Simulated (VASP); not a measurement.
Write the native input for VASP 6.6.1 that does the following.

```yaml
Task: single point
Functional: r2SCAN
Potentials_or_basis: VASP PAW PBE potentials, release 64 (O, Ca_sv, Si)
Cutoff: 520 eV
k_mesh: 9 × 9 × 4
Occupations: fermi-dirac, width 0.1 eV
Spin: no spin polarisation
Dipole_correction: no
Further_INCAR_settings: ALGO = Normal; EDIFF = 1e-07; NBANDS = 35
```

The system is Ca3SiO3.

```
O Ca Si
1.0
     3.61981    0.00000    0.00000
     0.00000    3.61981    0.00000
     0.00000    0.00000    8.37653
O Ca Si
3 3 1
Direct
  0.00000 0.00000 0.33540
  0.00000 0.00000 0.66460
  0.50000 0.50000 0.00000
  0.50000 0.50000 0.27780
  0.50000 0.50000 0.72220
  0.00000 0.00000 0.00000
  0.00000 0.00000 0.50000
```

The cell was built by a generator and needn't be a form met in nature.

One way to write it, as run:

POSCAR

```
Ca3SiO3
1.0
    3.6198070000      0.0000000000      0.0000000000
    0.0000000000      3.6198070000      0.0000000000
    0.0000000000      0.0000000000      8.3765280000
O Ca Si
3 3 1
Direct
    0.0000000000      0.0000000000      0.3354000000
    0.0000000000      0.0000000000      0.6646000000
    0.5000000000      0.5000000000      0.0000000000
    0.5000000000      0.5000000000      0.2778000000
    0.5000000000      0.5000000000      0.7222000000
    0.0000000000      0.0000000000      0.0000000000
    0.0000000000      0.0000000000      0.5000000000
```

INCAR.step1

```
  PREC = Accurate
  ENCUT = 520
  ISMEAR = -1
  SIGMA = 0.1
  LREAL = False
  LASPH = True
  NELM = 100
  NBANDS = 35
  GGA = PE
  ALGO = Normal
  EDIFF = 1E-4
  LWAVE = True
  LCHARG = False
```

INCAR.step2

```
  PREC = Accurate
  ENCUT = 520
  EDIFF = 1E-7
  ISMEAR = -1
  SIGMA = 0.1
  LREAL = False
  LASPH = True
  NELM = 100
  ALGO = Normal
  ISIF = 2
  LWAVE = False
  LCHARG = False
  METAGGA = R2SCAN
  LMIXTAU = True
  NBANDS = 35
  ISTART = 1
```

KPOINTS

```
regular mesh
0
Gamma
  9 9 4
```

Potentials or basis: VASP PAW PBE potentials, release 64 (O, Ca_sv, Si).

The run is started by

```sh
$ cat potpaw_PBE.64/O/POTCAR potpaw_PBE.64/Ca_sv/POTCAR potpaw_PBE.64/Si/POTCAR > POTCAR
$ cp INCAR.step1 INCAR
$ mpirun -np 1 vasp_std > vasp.out
$ cp INCAR.step2 INCAR
$ mpirun -np 1 vasp_std > vasp.out
```

Results of the run:

```yaml
Pressure: 19.2 GPa
Largest_force: 18.960 eV/Å
Band_gap_on_the_k_mesh: none (metal or under the smearing width)
```

Caveat: so large a pressure means that the cell lies far from this level's equilibrium, or that cutoff or potentials fall short; the potentials were made for another functional, which shifts forces and pressure.

Wall time 14 min on 1 thread of Intel(R) Xeon(R) Platinum 8375C CPU @ 2.90GHz (Ice Lake), with other jobs on the host, peak memory 0.33 GiB.
